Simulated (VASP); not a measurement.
These are PBE GGA, VASP's PBE PAW potentials (set 64) (plane waves; VASP) values and carry that method's errors.

The input files of a VASP run:

**POSCAR**
```
NbP
1
   -1.6749250000     1.6749250000     5.7401100000
    1.6749250000    -1.6749250000     5.7401100000
    1.6749250000     1.6749250000    -5.7401100000
Nb P
2 2
Direct
  0.7498800000   0.7498800000   0.0000000000
  0.4998800000   0.9998800000   0.5000000000
  0.3327500000   0.3327500000   0.0000000000
  0.0827500000   0.5827500000   0.5000000000
```

KPOINTS:
```
Automatic mesh
0
G
5 5 5
```

**INCAR**
```
# general
SYSTEM  = NbP
PREC    = Accurate
ENCUT   = 300
LREAL   = .False.   # projection in real space or not
LASPH   = .True.   # aspherical one-centre terms

# electronic loop
EDIFF   = 1E-6   # SCF stop (eV)
NELM    = 100   # most electronic steps
ALGO    = Normal   # blocked Davidson
LMAXMIX = 4   # l cut-off of mixed one-centre charges

# smearing
ISMEAR  = 0   # Gaussian
SIGMA   = 0.2   # width (eV)

# functional
GGA     = PE   # PBE

# ions
ISIF    = 2

# output
LWAVE   = .False.
LCHARG  = .False.
```

POTCAR, in this order: Nb_sv P (PBE.64 set). Program: vasp_std.

**Question.** What will the output report for the number of irreducible k-points (NKPTS), largest plane-wave count, number of space-group operations, FFT grid (NGX, NGY, NGZ)?

**Answer.** 
```
Item                                          Result
--------------------------------------  ------------
number of irreducible k-points (NKPTS)            18
largest plane-wave count                         780
number of space-group operations                   8
FFT grid (NGX, NGY, NGZ)                36 × 36 × 36
```

The structure comes from a computed database's NbP entry; how it stands against other phases isn't given here. The cell was not relaxed at this level. The k-mesh is coarse (spacing up to 0.53 per Å, 2π included), so the numbers may not be converged in it. The run is one of a series of settings (KPOINTS 5×5×5 Γ-centred mesh against the base run), some of them coarse on purpose.
